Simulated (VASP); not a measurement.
All values below come from r2SCAN meta-GGA, VASP's PBE PAW potentials (set 64) (plane waves; VASP).

VASP input:

### POSCAR
```
KI
1
    0.0000000000     3.5481924204     3.5481924204
    3.5481924204     0.0000000000     3.5481924204
    3.5481924204     3.5481924204     0.0000000000
K I
1 1
Direct
  0.0000000000   0.0000000000   0.0000000000
  0.5000000000   0.5000000000   0.5000000000
```

### KPOINTS
```
kpoints
0
Gamma
6 6 6
```

**INCAR**
```
ALGO = Normal
EDIFF = 1E-7
ENCUT = 480
ISIF = 2
ISMEAR = 0
LASPH = T
LCHARG = F
LMAXMIX = 4
LMIXTAU = T
LREAL = F
LWAVE = F
METAGGA = R2SCAN
NELM = 100
PREC = Accurate
SIGMA = 0.05
SYSTEM = KI
```

POTCAR, in this order: K_sv I (PBE.64 set). Program: vasp_std.

What VASP printed:

File OSZICAR:
```
       N       E                     dE             d eps       ncg     rms          rms(c)
DAV:   1     0.592218381244E+02    0.59222E+02   -0.63213E+03   384   0.108E+03
DAV:   2    -0.310447719988E+02   -0.90267E+02   -0.84585E+02   468   0.250E+02
DAV:   3    -0.369456883938E+02   -0.59009E+01   -0.58626E+01   512   0.575E+01
DAV:   4    -0.373362855553E+02   -0.39060E+00   -0.39001E+00   700   0.120E+01
DAV:   5    -0.373376560828E+02   -0.13705E-02   -0.13705E-02   492   0.868E-01    0.311E+00
DAV:   6    -0.345597887156E+02    0.27779E+01   -0.11737E+00   608   0.114E+01    0.247E+00
DAV:   7    -0.339166209397E+02    0.64317E+00   -0.31846E-01   584   0.537E+00    0.104E+00
DAV:   8    -0.346242736368E+02   -0.70765E+00   -0.35745E-01   412   0.492E+00    0.600E-01
DAV:   9    -0.339519903623E+02    0.67228E+00   -0.22762E-01   384   0.447E+00    0.395E-01
DAV:  10    -0.339759481968E+02   -0.23958E-01   -0.53528E-02   384   0.292E+00    0.395E-01
DAV:  11    -0.339565565099E+02    0.19392E-01   -0.14958E-02   384   0.144E+00    0.182E-01
DAV:  12    -0.339581214108E+02   -0.15649E-02   -0.15603E-03   468   0.573E-01    0.120E-01
DAV:  13    -0.339822128910E+02   -0.24091E-01   -0.69451E-03   392   0.990E-01    0.390E-02
DAV:  14    -0.339830325090E+02   -0.81962E-03   -0.18566E-03   400   0.535E-01    0.189E-02
DAV:  15    -0.339830849708E+02   -0.52462E-04   -0.49326E-05   628   0.761E-02    0.189E-02
DAV:  16    -0.339831592058E+02   -0.74235E-04   -0.39888E-06   472   0.221E-02    0.185E-02
DAV:  17    -0.339831354561E+02    0.23750E-04   -0.53673E-05   404   0.927E-02    0.153E-02
DAV:  18    -0.339834692928E+02   -0.33384E-03   -0.18948E-04   392   0.179E-01    0.157E-02
DAV:  19    -0.339835508472E+02   -0.81554E-04   -0.84367E-05   392   0.105E-01    0.103E-02
DAV:  20    -0.339835516251E+02   -0.77793E-06   -0.21889E-06   592   0.130E-02    0.863E-03
DAV:  21    -0.339835508391E+02    0.78600E-06   -0.93783E-07   424   0.123E-02    0.775E-03
DAV:  22    -0.339835512571E+02   -0.41802E-06   -0.12474E-07   336   0.411E-03    0.768E-03
DAV:  23    -0.339835492433E+02    0.20138E-05   -0.11315E-06   408   0.146E-02    0.116E-02
DAV:  24    -0.339835528291E+02   -0.35857E-05   -0.15679E-06   400   0.187E-02    0.817E-03
DAV:  25    -0.339835532486E+02   -0.41947E-06   -0.21077E-07   400   0.661E-03    0.342E-03
DAV:  26    -0.339835531908E+02    0.57736E-07   -0.10199E-07   284   0.486E-03
   1 F= -.33983553E+02 E0= -.33983553E+02  d E =-.401860E-20
```

**OUTCAR**
```
------------------------ aborting loop because EDIFF is reached ----------------------------------------
  FORCE on cell =-STRESS in cart. coord.  units (eV):
  Direction    XX          YY          ZZ          XY          YZ          ZX
  --------------------------------------------------------------------------------------
  Total       -0.0101323     -0.0101323     -0.0101323      0.0000000      0.0000000     -0.0000000
  in kB       -0.1817046     -0.1817046     -0.1817046      0.0000000      0.0000000     -0.0000000
  external PRESSURE =      -0.1817046 kB  Pullay stress =       0.0000000 kB
  volume of cell :       89.34
      direct lattice vectors                 reciprocal lattice vectors
     0.000000000  3.548192420  3.548192420    -0.140916822  0.140916822  0.140916822
     3.548192420  0.000000000  3.548192420     0.140916822 -0.140916822  0.140916822
     3.548192420  3.548192420  0.000000000     0.140916822  0.140916822 -0.140916822
  FREE ENERGIE OF THE ION-ELECTRON SYSTEM (eV)
  ---------------------------------------------------
  free  energy   TOTEN  =       -33.9835531908 eV

  energy  without entropy=      -33.9835531908  energy(sigma->0) =      -33.98355319
```
(Selected blocks of OUTCAR.)

The compound is KI in the rock salt structure. It was relaxed first.
